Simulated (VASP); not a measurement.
Here is the system:

```yaml
crystal:
  lattice:
    - [1.58685, -2.74850, 0.00000]
    - [1.58685, 2.74850, 0.00000]
    - [0.00000, 0.00000, 5.02020]
  atoms:
    - { symbol: Hf, position: [0.33333, 0.66667, 0.25000] }
    - { symbol: Hf, position: [0.66667, 0.33333, 0.75000] }
```

Method: rev-vdW-DF2, VASP's PBE PAW potentials (set 64) (plane waves; VASP 6.6.1). Settings: 520 eV cut-off, Gaussian smearing of 0.050 eV, potentials Hf_pv.

Unless said otherwise, spin-orbit coupling is left out, though it shifts the bands of the heavy elements here.

Question: Predict the band gap (along the path) with the smallest direct gap where there is one.

Answer: 
```
Property                                                      Value
-------------------------  ----------------------------------------
band gap (along the path)  none (metal, semimetal or under 0.01 eV)
```

Only differences to runs with the same potentials and settings are physical.

The compound is Hf in the hcp structure. It was relaxed first.
